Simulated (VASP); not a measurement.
Consider the following.

```xyz
6
Lattice="4.2076 0.0000 0.0000 0.0000 4.2076 0.0000 0.0000 0.0000 4.2076" Properties=species:S:1:pos:R:3 pbc="T T T"
Cu     3.1557     1.0519     3.1557
Cu     1.0519     3.1557     3.1557
Cu     3.1557     3.1557     1.0519
Cu     1.0519     1.0519     1.0519
O      0.0000     0.0000     0.0000
O      2.1038     2.1038     2.1038
```

Computed with optB88-vdW, VASP's PBE PAW potentials (set 64) (plane waves; VASP). Settings: 520 eV cut-off, 5×5×5 Γ-centred mesh, Gaussian smearing of 0.050 eV, potentials Cu O.

### Question
Estimate the energy per atom (σ→0), pressure, band gap (on the k-mesh) with the smallest direct gap where there is one.

### Answer

| Property | Result |
|---|---|
| band gap (on the k-mesh) | 0.72 eV |
| smallest direct gap (on the k-mesh) | 0.72 eV |
| energy per atom (σ→0) | -2.067 eV/atom |
| pressure | 8.38 GPa |

The compound is Cu2O in the cuprite structure. This cell is one point of a volume scan, at 0.94 of the reference volume.
